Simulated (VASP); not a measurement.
The input files of a VASP run:

INCAR:
```
SYSTEM = HfS2
PREC = Accurate
ENCUT = 400
EDIFF = 1E-6
NELM = 100
ALGO = Normal
LREAL = .FALSE.
LASPH = .TRUE.
ISMEAR = 0
SIGMA = 0.05
GGA = PE
LMAXMIX = 6
LWAVE = .FALSE.
LCHARG = .FALSE.
ISIF = 2
NBANDS = 19
```

KPOINTS:
```
Automatic mesh
0
Gamma
7 7 4
0 0 0
```

File POSCAR:
```
HfS2
1.0
  1.7627440000  -3.2072550000   0.0000000000
  1.7627440000   3.2072550000   0.0000000000
  0.0000000000   0.0000000000   5.9327360000
Hf S
1 2
direct
  0.0000000000   0.0000000000   0.0000000000
  0.3333330000   0.6666670000   0.2500000000
  0.6773590000   0.3440250000   0.7500000000
```

POTCAR, in this order: Hf_pv S (PBE.64 set). Program: vasp_std.

Write an equivalent input for Quantum ESPRESSO's pw.x.

One equivalent input (not run):
```
&CONTROL
  calculation = 'scf'
  pseudo_dir = './pseudo'
  outdir = './out'
  tprnfor = .true.
  tstress = .true.
/
&SYSTEM
  ibrav = 0
  nat = 3
  ntyp = 2
  ecutwfc = 58
  occupations = 'smearing'
  smearing = 'gaussian'
  degauss = 0.003675
  input_dft = 'pbe'
/
&ELECTRONS
  conv_thr = 7.3e-08
  electron_maxstep = 100
/
ATOMIC_SPECIES
  Hf 178.490 Hf.upf
  S 32.060 S.upf
CELL_PARAMETERS angstrom
     1.7627440   -3.2072550    0.0000000
     1.7627440    3.2072550    0.0000000
     0.0000000    0.0000000    5.9327360
ATOMIC_POSITIONS crystal
  Hf   0.0000000  0.0000000  0.0000000
  S    0.3333330  0.6666670  0.2500000
  S    0.6773590  0.3440250  0.7500000
K_POINTS automatic
  7 7 4 0 0 0
```
What does not carry over: the potentials are each code's own (VASP's PAW set, PseudoDojo norm-conserving files in pw.x), so ENCUT and ecutwfc are chosen apart and not converted; conv_thr bounds pw.x's estimated SCF error, while EDIFF bounds the energy change between steps; the number of bands isn't carried over, since the valence differs with the files.

The compound is HfS2 in the 1T layered structure. The cell was not relaxed at this level, atoms are displaced from their ideal sites. The run is one of a series of settings (NBANDS = 19 against the base run), some of them coarse on purpose.
